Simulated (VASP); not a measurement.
Si:

```
Si
1.0
     0.00000    2.71550    2.71550
     2.71550    0.00000    2.71550
     2.71550    2.71550    0.00000
Si
2
Direct
  0.00000 0.00000 0.00000
  0.25000 0.25000 0.25000
```

Base run:

```yaml
Program: VASP 6.6.1
Functional: r2SCAN
Potentials_or_basis: VASP PAW PBE potentials, release 64 (Si)
Cutoff: 520 eV
k_mesh: 8 × 8 × 8
Occupations: fermi-dirac, width 0.02 eV
Spin: no spin polarisation
```

Its results: band gap on the k mesh 0.81 eV, indirect (least direct gap 2.76 eV).

**Question.** The run is repeated on the same cell with these changes: functional from r2SCAN to LDA; potentials or basis from VASP PAW PBE potentials, release 64 (Si) to VASP PAW LDA potentials, release 64 (Si). What comes out?

**Answer.** Band gap on the k mesh 0.51 eV, indirect (least direct gap 2.52 eV).

A k mesh can miss the band edges.
